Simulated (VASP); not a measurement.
Consider the following.

```
CELL_PARAMETERS angstrom
      4.25923     0.00000     0.00000
      0.00000     4.25923     0.00000
      0.00000     0.00000     4.25923
ATOMIC_POSITIONS crystal
  Cs 0.00000 0.00000 0.00000
  Br 0.50000 0.50000 0.50000
```

These are vdW-DF-cx, VASP's PBE PAW potentials (set 64) (plane waves; VASP 6.6.1) values and carry that method's errors. Numerical set-up: 520 eV cut-off, Gaussian smearing of 0.050 eV, potentials Cs_sv Br.

Unless said otherwise, spin-orbit coupling is left out, though it shifts the bands of the heavy elements here.

Give the energies of bands 3 to 11 at the high-symmetry points, in eV from the valence-band maximum.

| band | Γ | X | M | R |
|---|---|---|---|---|
| 3 | -6.34 | -6.74 | -6.97 | -6.76 |
| 4 | -6.34 | -6.23 | -6.97 | -6.76 |
| 5 | -6.34 | -6.23 | -6.16 | -6.76 |
| 6 | 0.00 | -1.38 | -0.59 | -1.24 |
| 7 | 0.00 | -0.23 | -0.59 | -1.24 |
| 8 | 0.00 | -0.23 | -0.01 | -1.24 |
| 9 | 4.58 | 5.95 | 5.29 | 8.42 |
| 10 | 4.89 | 7.42 | 5.49 | 8.42 |
| 11 | 4.89 | 7.87 | 7.23 | 8.42 |

The gap is direct, 4.58 eV, from the valence maximum at Γ to the conduction minimum at Γ.

Measured: gap 7.30 eV (computed value off by -2.72 eV), as given by Aguado et al., (1998), arXiv:cond-mat/9809176.

The compound is CsBr in the CsCl type structure. It was relaxed first.
